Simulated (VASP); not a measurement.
Input:

```
CELL_PARAMETERS angstrom
      0.00000     1.96000     1.96000
      1.96000     0.00000     1.96000
      1.96000     1.96000     0.00000
ATOMIC_POSITIONS crystal
  Pt 0.00000 0.00000 0.00000
```

Level of theory: r2SCAN meta-GGA, VASP's PBE PAW potentials (set 64) (plane waves; VASP). Settings: 480 eV cut-off, 14×14×14 Γ-centred mesh, first-order Methfessel-Paxton smearing of 0.10 eV, potentials Pt.

Q: The ions, cell shape and volume are relaxed. Give the cell that the relaxation ends in.

A: 
```
CELL_PARAMETERS angstrom
      0.00000     1.97136     1.97136
      1.97136     0.00000     1.97136
      1.97136     1.97136     0.00000
ATOMIC_POSITIONS crystal
  Pt 0.00000 0.00000 0.00000
```
Space group Fm-3m (225), at a tolerance of 0.03 Å.

Q: How do energy and volume change from the first to the last step?

A: The energy (σ→0) changes by -3.9 meV/atom and the volume by +1.7 %, in 3 ionic steps.

```json
[
 {"step": "1", "E(σ→0) (eV)": "-51.5052", "max force (eV/Å)": "0.000", "pressure (GPa)": "4.96", "volume (Å³)": "15.06"},
 {"step": "2", "E(σ→0) (eV)": "-51.4785", "max force (eV/Å)": "0.000", "pressure (GPa)": "-11.80", "volume (Å³)": "16.10"},
 {"step": "3", "E(σ→0) (eV)": "-51.5090", "max force (eV/Å)": "0.000", "pressure (GPa)": "-0.07", "volume (Å³)": "15.32"}
]
```

The compound is Pt in the fcc structure. This run relaxes it. Symmetry was kept, so distortions that lower it aren't found.
